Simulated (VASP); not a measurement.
AlFe3B:

```
Fe Al B
1.0
     3.82232    0.00000    0.00000
     0.00000    3.82232    0.00000
     0.00000    0.00000    3.82232
Fe Al B
3 1 1
Direct
  0.00000 0.00000 0.50000
  0.00000 0.50000 0.00000
  0.50000 0.00000 0.00000
  0.50000 0.50000 0.50000
  0.00000 0.00000 0.00000
```

The cell comes from a database or a generator and needn't be the stable form of this composition.

```yaml
Program: VASP 6.6.1
Task: single point
Functional: PBEsol
Potentials_or_basis: VASP PAW PBE potentials, release 64 (Fe, Al, B)
Cutoff: 520 eV
k_mesh: 7 × 7 × 7
Occupations: fermi-dirac, width 0.05 eV
Spin: collinear spin, ferromagnetic start
Starting_moments: "[3.0, 3.0, 3.0, 0.0, 0.0] μB"
```

On this cell: pressure -7.1 GPa; largest force zero by symmetry; net moment 4.11 μB per cell; site moments Fe +1.47; Al -0.06; B -0.13 μB; band gap on the k mesh none (metal or under the smearing width).

The same run follows on a disturbed copy (atoms moved at random, drawn with an rms of 0.05 Å):

```xyz
5
Lattice="3.8223 0.0000 0.0000 0.0000 3.8223 0.0000 0.0000 0.0000 3.8223" Properties=species:S:1:pos:R:3 pbc="T T T"
Fe    0.0142    0.0422    1.8717
Fe   -0.0014    1.9337    0.0043
Fe    1.9432    0.0262    0.0100
Al    1.8483    1.9055    1.8736
B     0.0418    0.0233    0.0148
```

What does the disturbed cell give?

The energy (extrapolated to zero smearing) moves by +11.6 meV/atom; pressure -6.6 GPa; largest force 1.287 eV/Å; net moment 4.11 μB per cell; site moments Fe +1.45, +1.47; Al -0.06; B -0.13 μB; band gap on the k mesh none (metal or under the smearing width).

Forces in eV/Å, atoms in the order of the input:
```
Fe  -0.168 -0.157  1.266
Fe  -0.073  0.075 -0.201
Fe   0.073 -0.058 -0.231
Al   0.362  0.192  0.229
B   -0.193 -0.053 -1.063
```

Stress tensor (GPa, compression positive):
```
-6.72  0.14  0.03
 0.14 -6.78  0.09
 0.03  0.09 -6.22
```

Caveats: the PAW data sets were made with another functional, which shifts forces and pressure a little.
